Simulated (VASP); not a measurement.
These are RPBE GGA, VASP's PBE PAW potentials (set 64) (plane waves; VASP 6.6.1) values and carry that method's errors.

VASP input:

KPOINTS:
```
Automatic mesh
0
Gamma
5 5 5
0 0 0
```

**POSCAR**
```
KZnF3
1
    4.1675360803     0.0000000000     0.0000000000
    0.0000000000     4.1675360803     0.0000000000
    0.0000000000     0.0000000000     4.1675360803
K Zn F
1 1 3
Direct
  0.0000000000   0.0000000000   0.0000000000
  0.5000000000   0.5000000000   0.5000000000
  0.5000000000   0.0000000000   0.5000000000
  0.0000000000   0.5000000000   0.5000000000
  0.5000000000   0.5000000000   0.0000000000
```

**INCAR**
```
ALGO = Normal
EDIFF = 1E-7
ENCUT = 520
GGA = RP
ISIF = 2
ISMEAR = 0
LASPH = .TRUE.
LCHARG = .FALSE.
LMAXMIX = 4
LREAL = .FALSE.
LWAVE = .FALSE.
NELM = 100
PREC = Accurate
SIGMA = 0.05
SYSTEM = KZnF3
```

POTCAR, in this order: K_sv Zn F (PBE.64 set). Program: vasp_std.

Question: Predict the energy per atom (σ→0), pressure.

Answer: 
```json
{
  "energy per atom (σ→0)": "-3.806 eV/atom",
  "pressure": "2.15 GPa"
}
```

File OSZICAR:
```
...
DAV:  13    -0.190279002483E+02   -0.16379E-04   -0.11810E-04   638   0.270E-01    0.713E-02
DAV:  14    -0.190279437936E+02   -0.43545E-04   -0.27712E-04   540   0.550E-01    0.577E-02
DAV:  15    -0.190279121527E+02    0.31641E-04   -0.15143E-04   551   0.886E-02    0.247E-02
DAV:  16    -0.190279048980E+02    0.72547E-05   -0.27709E-05   580   0.689E-02    0.835E-03
DAV:  17    -0.190279047464E+02    0.15158E-06   -0.21516E-06   766   0.128E-02    0.495E-03
DAV:  18    -0.190279045019E+02    0.24451E-06   -0.65147E-07   598   0.163E-02    0.231E-03
DAV:  19    -0.190279045138E+02   -0.11911E-07   -0.94958E-07   610   0.736E-03
   1 F= -.19027905E+02 E0= -.19027905E+02  d E =-.545413E-17
```

The compound is KZnF3 in the cubic perovskite structure. This cell is one point of a volume scan, at 0.97 of the reference volume.
